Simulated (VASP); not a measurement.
## Ag$_{2}$S (space group Pc): computed properties

All values below come from PBEsol GGA, VASP's PBE PAW potentials (set 64) (plane waves; VASP).

```yaml
space_group: Pc (7)
cell: a = 4.277 Å, b = 6.154 Å, c = 6.028 Å, α = 90.00°, β = 133.26°, γ = 90.00°
volume_per_atom: 19.25 Å³/atom
band gap (over mesh and band path): 0.13 eV
smallest direct gap (over mesh and band path): 0.18 eV
band_edge_character_without_spin_orbit_coupling: indirect, B-Γ at 0.88 to Γ
band_gap_with_spin_orbit_coupling: 0.15 eV
density: 7.12 g/cm³
```

```yaml
crystal:
  lattice:
    - [4.27698, 0.00000, -0.00510]
    - [0.00000, 6.15388, 0.00000]
    - [-4.12565, 0.00000, 4.39434]
  atoms:
    - { symbol: Ag, position: [0.68964, 0.58889, 0.43918] }
    - { symbol: Ag, position: [0.68964, 0.41111, 0.93918] }
    - { symbol: Ag, position: [0.39922, 0.06796, 0.29718] }
    - { symbol: Ag, position: [0.39922, 0.93204, 0.79718] }
    - { symbol: S, position: [0.03613, 0.25421, 0.45115] }
    - { symbol: S, position: [0.03613, 0.74579, 0.95115] }
```

The path is coarsely sampled, so an indirect gap can come out somewhat too large.

The structure comes from a computed database's Ag2S entry (Pc); how it stands against other phases isn't given here. It was relaxed first, which changed the volume by -5 %. Symmetry was kept, so distortions that lower it aren't found.
